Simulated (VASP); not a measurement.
Output of a VASP run:

File OSZICAR:
```
       N       E                     dE             d eps       ncg     rms          rms(c)
DAV:   1    -0.514634527876E+03   -0.51463E+03   -0.22756E+01   367   0.125E+01    0.100E+01
DAV:   2    -0.514799929295E+03   -0.16540E+00   -0.71475E-01   420   0.144E+00    0.691E+00
DAV:   3    -0.514753307200E+03    0.46622E-01   -0.18119E-02   404   0.346E-01    0.403E+00
DAV:   4    -0.514733434763E+03    0.19872E-01   -0.14632E-02   404   0.219E-01    0.229E+00
DAV:   5    -0.514727568445E+03    0.58663E-02   -0.39241E-03   412   0.115E-01    0.128E+00
DAV:   6    -0.514725435655E+03    0.21328E-02   -0.86412E-04   412   0.682E-02    0.714E-01
DAV:   7    -0.514724716102E+03    0.71955E-03   -0.33737E-04   412   0.459E-02    0.397E-01
DAV:   8    -0.514724483978E+03    0.23212E-03   -0.10172E-04   420   0.255E-02    0.222E-01
DAV:   9    -0.514724411313E+03    0.72665E-04   -0.35475E-05   319   0.144E-02    0.123E-01
DAV:  10    -0.514724391467E+03    0.19846E-04   -0.14356E-05   236   0.900E-03    0.677E-02
DAV:  11    -0.514724387669E+03    0.37979E-05   -0.57343E-06   223   0.468E-03
   1 F= -.51472439E+03 E0= -.51472439E+03  d E =-.917036E-17
```

File OUTCAR:
```
------------------------ aborting loop because EDIFF is reached ----------------------------------------
  volume of cell :      866.68
      direct lattice vectors                 reciprocal lattice vectors
     4.868317893 -8.432173817  0.000000000     0.102704879 -0.059296690  0.000000000
     4.868317893  8.432173817  0.000000000     0.102704879  0.059296690  0.000000000
     0.000000000  0.000000000 10.556283981     0.000000000  0.000000000  0.094730305
  FREE ENERGIE OF THE ION-ELECTRON SYSTEM (eV)
  ---------------------------------------------------
  free  energy   TOTEN  =      -514.7243876692 eV

  energy  without entropy=     -514.7243876692  energy(sigma->0) =     -514.72438767

  exchange ACFDT corr.  =         0.00000000  see jH, gK, PRB 81, 115126
```
(Selected blocks of OUTCAR.)

POSCAR:
```
Ga36N35Si
1
    4.8683178927    -8.4321738171     0.0000000000
    4.8683178927     8.4321738171     0.0000000000
    0.0000000000     0.0000000000    10.5562839806
Ga N Si
36 35 1
Direct
  0.2246373498   0.1118226732   0.2499089164
  0.1104257755   0.2218795698   0.0021766570
  0.2188330468   0.1090810607   0.7518924792
  0.1125998339   0.2229441175   0.4987624647
  0.2249934600   0.4460332481   0.2499354785
  0.1113668872   0.5556367843   0.0023386375
  0.2192570449   0.4433635883   0.7517849503
  0.1115843712   0.5558724720   0.4996271159
  0.2223815194   0.7777120440   0.2505478501
  0.1112349587   0.8888527293   0.0023429187
  0.2225758253   0.7780016766   0.7507741661
  0.1114129665   0.8887306693   0.4995921492
  0.5539146520   0.1118221914   0.2499533629
  0.4429685053   0.2191567272   0.9915204564
  0.5572252155   0.1091314594   0.7518382984
  0.4334839480   0.2001191011   0.5088365662
  0.5557162850   0.4441608628   0.2241438861
  0.4431437358   0.5571848618   0.9916109528
  0.5559065875   0.4445446520   0.7432559761
  0.4340607097   0.5665726479   0.5086923601
  0.5540513042   0.7751084083   0.2499720432
  0.4444737774   0.8888967949   0.0023617842
  0.5572829482   0.7815081148   0.7519158502
  0.4442940404   0.8886579170   0.4995975597
  0.8889512179   0.1110917231   0.2522170087
  0.7783142111   0.2218395031   0.0021968876
  0.8891801441   0.1114260075   0.7495171360
  0.7773957630   0.2228934113   0.4987047115
  0.8883183647   0.4461206019   0.2499530856
  0.7809984925   0.5570848113   0.9915297802
  0.8915379414   0.4433410694   0.7519059377
  0.8003373829   0.5667575147   0.5089506068
  0.8880827406   0.7752088355   0.2499289116
  0.7783750866   0.8898660637   0.0021924408
  0.8913688825   0.7815874003   0.7519655103
  0.7773984854   0.8878410368   0.4988256069
  0.2156817756   0.1044310666   0.4375792582
  0.1114559656   0.2223268333   0.1902298312
  0.2182683215   0.1093148248   0.9385193338
  0.1111372047   0.2223220379   0.6876090779
  0.2160295822   0.4445402242   0.4376168956
  0.1114938814   0.5557492652   0.1892892573
  0.2184897773   0.4422708105   0.9384457169
  0.1119082409   0.5564788555   0.6883412968
  0.2223900667   0.7777832971   0.4387361847
  0.1112813696   0.8886419164   0.1892848209
  0.2223824278   0.7778038743   0.9391327348
  0.1117107098   0.8886966521   0.6883501149
  0.5556433034   0.1043720545   0.4376326577
  0.4407774208   0.2148306920   0.1764104389
  0.5579111778   0.1093906255   0.9384793899
  0.4409401518   0.2149921610   0.6980313594
  0.4411267914   0.5589675078   0.1764920240
  0.5557560242   0.4445022992   0.9339752315
  0.4413468456   0.5594400136   0.6979147739
  0.5558956262   0.7845126905   0.4376287214
  0.4443589288   0.8886387986   0.1893380587
  0.5580039785   0.7818945781   0.9385174770
  0.4440351476   0.8886725439   0.6883302879
  0.8891572745   0.1112306579   0.4395545799
  0.7777165932   0.2223270495   0.1902687592
  0.8890417533   0.1112119616   0.9387796054
  0.7781686589   0.2223591142   0.6875852808
  0.8959646250   0.4445788175   0.4376062098
  0.7851238821   0.5590818710   0.1764216566
  0.8908938806   0.4422784563   0.9385041317
  0.7855005911   0.5594837579   0.6981079968
  0.8957463044   0.7845397356   0.4376294185
  0.7777926584   0.8886084947   0.1902262362
  0.8908031180   0.7818475437   0.9385300659
  0.7782309144   0.8894193335   0.6876866752
  0.5561355655   0.4443672334   0.4352899370
```

Task: Write an INCAR and KPOINTS that could have produced this output.

Result: This is not unique; one that fits is the input of the run itself, HSE06 screened hybrid, plane waves, VASP's PBE PAW potentials (set 64).

### KPOINTS
```
Automatic
0
gamma
1 1 1
0 0 0
```

### INCAR
```
AEXX  =  0.25
ALGO  =  Normal
EDIFF  =  1E-5
ENCUT  =  400
GGA  =  PE
HFSCREEN  =  0.2
ISIF  =  0
ISMEAR  =  0
ISYM  =  0
LASPH  =  T
LCHARG  =  F
LHFCALC  =  T
LMAXMIX  =  4
LREAL  =  Auto
LWAVE  =  F
NELECT  =  288.0
NELM  =  50
NELMIN  =  4
PREC  =  Normal
PRECFOCK  =  Fast
SIGMA  =  0.05
SYSTEM  =  Ga36N35Si
```

POTCAR, in this order: Ga N Si (PBE.64 set). Program: vasp_gam. Read from the step before: WAVECAR.

The cell is charged, with a uniform compensating background. The supercell is sampled at Γ alone, which is coarse: total energies, pressure and levels can be off, energies of defects by several tenths of an eV.

The cell is a supercell with a defect, built from GaN (wurtzite): Si_N, charge -1. The cell's shape comes from a PBE relaxation. The run is not spin-polarised, so no state with unpaired spins was tried.
